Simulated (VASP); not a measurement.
# ZnCd3Se3S (R3m) in VASP: further runs

One crystal, ZnCd3Se3S, is run at these levels: PBE; tasks: single point.

Program: VASP 6.6.1. These are calculated values, not measurements. Logs are shortened: lines on timing, memory, paths and dates and some standing lists are left out, and cuts for length are marked.

**1. Starting point**

Symmetry: R3m, No. 160, trigonal system. Conventional cell: a = 8.525 Å, b = 8.525 Å, c = 10.390 Å, α = 90.00°, β = 90.00°, γ = 120.00°. Zn (site symmetry 3m) has 1 S at 2.39 Å and 3 Se at 2.51 Å as nearest neighbours. Cd (site symmetry m) is surrounded by 1 S at 2.59 Å and 3 Se at 2.67 to 2.68 Å. Se (site symmetry m) is surrounded by 1 Zn at 2.51 Å and 3 Cd at 2.67 to 2.68 Å. S (site symmetry 3m) is surrounded by 1 Zn at 2.39 Å and 3 Cd at 2.59 Å.

The cell was built by a generator and needn't be a form met in nature.

**2. Single point, PBE**

Input file INCAR:

```
SYSTEM = ZnCd3Se3S
  PREC = Normal
  ENCUT = 520
  EDIFF = 1E-5
  ISMEAR = 0
  SIGMA = 0.05
  LREAL = Auto
  LASPH = .TRUE.
  NELM = 80
  ALGO = Fast
  ISIF = 2
  LWAVE = .FALSE.
  LCHARG = .FALSE.
  GGA = PE
  NBANDS = 46
```

Input file KPOINTS:

```
regular mesh
0
G
  3 3 3
  0 0 0
```

Input file POSCAR:

```
ZnCd3Se3S
1.0
    4.2626510000      2.4610430000      3.4633300000
   -4.2626510000      2.4610430000      3.4633300000
    0.0000000000     -4.9220850000      3.4633300000
Zn Cd Se S
1 3 3 1
Direct
    0.9918050000      0.9918050000      0.9918050000
    0.5064320000      0.9962020000      0.5064320000
    0.9962020000      0.5064320000      0.5064320000
    0.5064320000      0.5064320000      0.9962020000
    0.2372310000      0.7625000000      0.2372310000
    0.7625000000      0.2372310000      0.2372310000
    0.2372310000      0.2372310000      0.7625000000
    0.7616920000      0.7616920000      0.7616920000
```

Potentials or basis: VASP PAW PBE potentials, release 64 (Zn, Cd, Se, S).

On the command line:

```console
$ cat potpaw_PBE.64/Zn/POTCAR potpaw_PBE.64/Cd/POTCAR potpaw_PBE.64/Se/POTCAR potpaw_PBE.64/S/POTCAR > POTCAR
$ mpirun -np 1 vasp_std > vasp.out
```

OUTCAR:

```text
SYSTEM = ZnCd3Se3S
   PREC = Normal
   ENCUT = 520
   EDIFF = 1E-5
   ISMEAR = 0
   LREAL = Auto
   LASPH = .TRUE.
   NELM = 80
   ISIF = 2
   GGA = PE

 ion  position               nearest neighbor table
   1  0.992  0.992  0.992-   8 2.39   6 2.51   5 2.51   7 2.51
   2  0.506  0.996  0.506-   8 2.59   7 2.67   6 2.67   5 2.68
   3  0.996  0.506  0.506-   8 2.59   7 2.67   5 2.67   6 2.68
   4  0.506  0.506  0.996-   8 2.59   6 2.67   5 2.67   7 2.68
   5  0.237  0.763  0.237-   1 2.51   4 2.67   3 2.67   2 2.68
   6  0.763  0.237  0.237-   1 2.51   4 2.67   2 2.67   3 2.68
   7  0.237  0.237  0.763-   1 2.51   2 2.67   3 2.67   4 2.68
   8  0.762  0.762  0.762-   1 2.39   2 2.59   3 2.59   4 2.59

  LATTYP: Found a trigonal (rhomboedric) cell.
 ALAT       =     6.0184367476
 COS(alpha) =    -0.0032799841

  Lattice vectors:

 A1 = (   4.2626510000,   2.4610430000,   3.4633300000)
 A2 = (  -4.2626510000,   2.4610430000,   3.4633300000)
 A3 = (   0.0000000000,  -4.9220850000,   3.4633300000)

Analysis of symmetry for initial positions (statically):
=====================================================================
 Subroutine PRICEL returns:
 Original cell was already a primitive cell.

 Routine SETGRP: Setting up the symmetry group for a
 trigonal (rhombohedral) supercell.

 Subroutine GETGRP returns: Found  6 space group operations
 (whereof  6 operations were pure point group operations)
 out of a pool of 12 trial point group operations.

The static configuration has the point symmetry C_3v.

Analysis of symmetry for dynamics (positions and initial velocities):
=====================================================================
 Subroutine PRICEL returns:
 Original cell was already a primitive cell.

 Routine SETGRP: Setting up the symmetry group for a
 trigonal (rhombohedral) supercell.

 Subroutine GETGRP returns: Found  6 space group operations
 (whereof  6 operations were pure point group operations)
 out of a pool of 12 trial point group operations.

The dynamic configuration has the point symmetry C_3v.

 Subroutine INISYM returns: Found  6 space group operations
 (whereof  6 operations are pure point group operations),
 and found     1 'primitive' translations

----------------------------------------------------------------------------------------

                                     Primitive cell

  volume of cell :     217.9938

  direct lattice vectors                    reciprocal lattice vectors
     4.262651000  2.461043000  3.463330000     0.117297897  0.067721974  0.096246477
    -4.262651000  2.461043000  3.463330000    -0.117297897  0.067721974  0.096246477
     0.000000000 -4.922085000  3.463330000     0.000000000 -0.135443947  0.096246496

  length of vectors
     6.018436748  6.018436748  6.018436295     0.166157897  0.166157897  0.166157910

  position of ions in fractional coordinates (direct lattice)
     0.991805000  0.991805000  0.991805000
     0.506432000  0.996202000  0.506432000
     0.996202000  0.506432000  0.506432000
     0.506432000  0.506432000  0.996202000
     0.237231000  0.762500000  0.237231000
     0.762500000  0.237231000  0.237231000
     0.237231000  0.237231000  0.762500000
     0.761692000  0.761692000  0.761692000

  ion indices of the primitive-cell ions
   primitive index   ion index
                 1           1
                 2           2
                 3           3
                 4           4
                 5           5
                 6           6
                 7           7
                 8           8

----------------------------------------------------------------------------------------

 KPOINTS: regular mesh

Automatic generation of k-mesh.
 Grid dimensions read from file:
 generate k-points for:    3    3    3

 Generating k-lattice:

  Cartesian coordinates                     Fractional coordinates (reciprocal lattice)
     0.039099299  0.022573991  0.032082159     0.333333333  0.000000000 -0.000000000
    -0.039099299  0.022573991  0.032082159     0.000000000  0.333333333 -0.000000000
     0.000000000 -0.045147982  0.032082165    -0.000000000 -0.000000000  0.333333333

  Length of vectors
     0.055385966  0.055385966  0.055385970

  Shift w.r.t. Gamma in fractional coordinates (k-lattice)
     0.000000000  0.000000000  0.000000000

 Subroutine IBZKPT returns following result:
 ===========================================

 Found      6 irreducible k-points:

 Following reciprocal coordinates:
            Coordinates               Weight
  0.000000  0.000000  0.000000      1.000000
  0.333333 -0.000000 -0.000000      6.000000
  0.333333  0.333333 -0.000000      6.000000
 -0.333333  0.333333  0.000000      6.000000
  0.333333  0.333333  0.333333      2.000000
 -0.333333  0.333333  0.333333      6.000000
   k-points           NKPTS =      6   k-points in BZ     NKDIM =      6   number of bands    NBANDS=     46
   number of dos      NEDOS =    301   number of ions     NIONS =      8
   total plane-waves  NPLWV =  46656
   dimension x,y,z NGX =    36 NGY =   36 NGZ =   36
   dimension x,y,z NGXF=    72 NGYF=   72 NGZF=   72
   ions per type =               1   3   3   1
   NGX,Y,Z   is equivalent  to a cutoff of   9.94,  9.94,  9.94 a.u.
   NGXF,Y,Z  is equivalent  to a cutoff of  19.89, 19.89, 19.89 a.u.
 SYSTEM =  ZnCd3Se3S
   PREC   = normal    normal or accurate (medium, high low for compatibility)
   ISTART =      0    job   : 0-new  1-cont  2-samecut
   ICHARG =      2    charge: 1-file 2-atom 10-const
   ISPIN  =      1    spin polarized calculation?
   LNONCOLLINEAR =      F non collinear calculations
   LSORBIT =      F    spin-orbit coupling
   LASPH  =      T    aspherical Exc in radial PAW
   ENCUT  =  520.0 eV  38.22 Ry    6.18 a.u.  11.19 11.19 11.19*2*pi/ulx,y,z
   NELM   =     80;   NELMIN=  2; NELMDL= -5     # of ELM steps
   EDIFF  = 0.1E-04   stopping-criterion for ELM
   LREAL  =      T    real-space projection
   EDIFFG = 0.1E-03   stopping-criterion for IOM
   NSW    =      0    number of steps for IOM
   IBRION =     -1    ionic relax: 0-MD 1-quasi-New 2-CG
   NFREE  =      0    steps in history (QN), initial steepest desc. (CG)
   ISIF   =      2    stress and relaxation
   ISYM   =      2    0-nonsym 1-usesym 2-fastsym
   POTIM  = 0.5000    time-step for ionic-motion
   TEBEG  =    0.0;   TEEND  =   0.0 temperature during run
   PSTRESS=    0.0 pullay stress
   NELECT =      72.0000    total number of electrons
   NUPDOWN=      -1.0000    fix difference up-down
   EMIN   =  10.00;   EMAX   =-10.00  energy-range for DOS
   EFERMI =   0.00;   METHOD = LEGACY
   ISMEAR =     0;   SIGMA  =   0.05  broadening in eV -4-tet -1-fermi 0-gaus
   EFERMI_NEDOS =   21; number of points for ismear=-14 and -15
   IALGO  =     68    algorithm
   IMIX   =      4    mixing-type and parameters
     AMIX     =   0.40;   BMIX     =  1.00
     AMIX_MAG =   1.60;   BMIX_MAG =  1.00
  volume/ion in A,a.u.               =      27.25       183.89
  Fermi-wavevector in a.u.,A,eV,Ry     =   1.131630  2.138470 17.423425  1.280586
  Thomas-Fermi vector in A             =   2.268329
   LORBIT       =      0    0 simple, 1 ext, 2 COOP (PROOUT), +10 PAW based schemes
   GGA     = PE    functional components
   LHFCALC =     F    Hartree Fock is set to
   AEXX    =    0.0000 exact exchange contribution
   IVDW    =     0    specifies the selected vdW correction
   LEPSILON=     F    determine dielectric tensor
   LRPA    =     F    only Hartree local field effects (RPA)
 non-spin polarized calculation
 RMM-DIIS sequential band-by-band and
 Gauss-broadening in eV      SIGMA  =   0.05
  energy-cutoff  :      520.00
  volume of cell :      217.99
 maximum number of plane-waves:      5892
   NGX = 23   NGY = 23   NGZ = 23

 number of electron      72.0000057 magnetization

 Free energy of the ion-electron system (eV)
  ---------------------------------------------------
  ext. energy  EPLUGINS =         0.00000000
  ---------------------------------------------------
  free energy    TOTEN  =       -23.08963926 eV

  energy without entropy =      -23.08963926  energy(sigma->0) =      -23.08963926

 E-fermi :   1.0955     XC(G=0):  -8.8301

 val. band max:        0.8229670969   @ k =   0.0000   0.0000   0.0000
 cond. band min:       1.5072271986   @ k =   0.0000   0.0000   0.0000
 fundamental gap:      0.6842601018
 Fermi energy:         1.0954676629

 k-point     1 :       0.0000    0.0000    0.0000
  band No.  band energies     occupation
      1     -11.6206      2.00000
      2     -11.0345      2.00000
      3     -11.0345      2.00000
      4     -11.0224      2.00000
      5      -6.9047      2.00000
      6      -6.9047      2.00000
[... 38 lines left out ...]
     45       6.8660      0.00000
     46       6.9140      0.00000

 k-point     2 :       0.3333   -0.0000   -0.0000
  band No.  band energies     occupation
      1     -11.4892      2.00000
      2     -11.1698      2.00000
      3     -11.0352      2.00000
      4     -11.0264      2.00000
      5      -6.8820      2.00000
      6      -6.8749      2.00000
[... 38 lines left out ...]
     45       7.6938      0.00000
     46       7.7112      0.00000

 k-point     3 :       0.3333    0.3333   -0.0000
  band No.  band energies     occupation
      1     -11.3877      2.00000
      2     -11.1419      2.00000
      3     -11.1304      2.00000
      4     -11.0594      2.00000
      5      -6.8738      2.00000
      6      -6.8646      2.00000
[... 38 lines left out ...]
     45       7.1094      0.00000
     46       7.3613      0.00000

 k-point     4 :      -0.3333    0.3333    0.0000
  band No.  band energies     occupation
      1     -11.3887      2.00000
      2     -11.1518      2.00000
      3     -11.1160      2.00000
      4     -11.0626      2.00000
      5      -6.8698      2.00000
      6      -6.8574      2.00000
[... 38 lines left out ...]
     45       7.1606      0.00000
     46       7.2289      0.00000

 k-point     5 :       0.3333    0.3333    0.3333
  band No.  band energies     occupation
      1     -11.3213      2.00000
      2     -11.1365      2.00000
      3     -11.1260      2.00000
      4     -11.1260      2.00000
      5      -6.8720      2.00000
      6      -6.8720      2.00000
[... 38 lines left out ...]
     45       7.3545      0.00000
     46       7.3692      0.00000

 k-point     6 :      -0.3333    0.3333    0.3333
  band No.  band energies     occupation
      1     -11.3210      2.00000
      2     -11.1566      2.00000
      3     -11.1259      2.00000
      4     -11.1058      2.00000
      5      -6.8714      2.00000
      6      -6.8604      2.00000
[... 38 lines left out ...]
     45       7.4010      0.00000
     46       7.5078      0.00000

------------------------ aborting loop because EDIFF is reached ----------------------------------------

  FORCE on cell =-STRESS in cart. coord.  units (eV):
  Direction    XX          YY          ZZ          XY          YZ          ZX
  --------------------------------------------------------------------------------------
  -------------------------------------------------------------------------------------
  Total       -0.0129724     -0.0129724     -0.0003211      0.0000000     -0.0000000     -0.0000000
  in kB       -0.0953429     -0.0953429     -0.0023597      0.0000000     -0.0000000     -0.0000000
  external PRESSURE =      -0.0643485 kB  Pullay stress =       0.0000000 kB

 VOLUME and BASIS-vectors are now :
 -----------------------------------------------------------------------------
  energy-cutoff  :      520.00
  volume of cell :      217.99
      direct lattice vectors                 reciprocal lattice vectors
     4.262651000  2.461043000  3.463330000     0.117297897  0.067721974  0.096246477
    -4.262651000  2.461043000  3.463330000    -0.117297897  0.067721974  0.096246477
     0.000000000 -4.922085000  3.463330000     0.000000000 -0.135443947  0.096246496

 POSITION                                       TOTAL-FORCE (eV/Angst)
 -----------------------------------------------------------------------------------
      0.00000      0.00000     10.30484         0.000000     -0.000000     -0.003317
     -2.08772      1.20535      6.95806        -0.012660      0.007309     -0.006240
      2.08772      1.20535      6.95806         0.012660      0.007309     -0.006240
      0.00000     -2.41069      6.95806         0.000000     -0.014619     -0.006240
     -2.23904      1.29271      4.28401        -0.019607      0.011320      0.002668
      2.23904      1.29271      4.28401         0.019607      0.011320      0.002668
      0.00000     -2.58542      4.28401         0.000000     -0.022640      0.002668
      0.00000      0.00000      7.91397         0.000000      0.000000      0.014032
 -----------------------------------------------------------------------------------
    total drift:                               -0.000000     -0.000024     -0.032462

  FREE ENERGIE OF THE ION-ELECTRON SYSTEM (eV)
  ---------------------------------------------------
  free  energy   TOTEN  =       -23.0896392578 eV

  energy  without entropy=      -23.0896392578  energy(sigma->0) =      -23.08963926
```

It took 26 s on 1 thread of Intel Xeon 6975P-C (Granite Rapids), shared host; peak memory 0.22 GiB.

What came out:

* Free energy: -23.0896 eV
* Pressure: 0.0 GPa
* Largest force: 0.023 eV/Å
* Band gap on the k mesh: 0.68 eV, direct

Forces on the atoms (eV/Å):
```
Zn   0.000  0.000 -0.003
Cd  -0.013  0.007 -0.006
Cd   0.013  0.007 -0.006
Cd   0.000 -0.015 -0.006
Se  -0.020  0.011  0.003
Se   0.020  0.011  0.003
Se   0.000 -0.023  0.003
S    0.000  0.000  0.014
```

As with any semilocal functional, this PBE gap is likely too small.

[end of part 1 of 2]
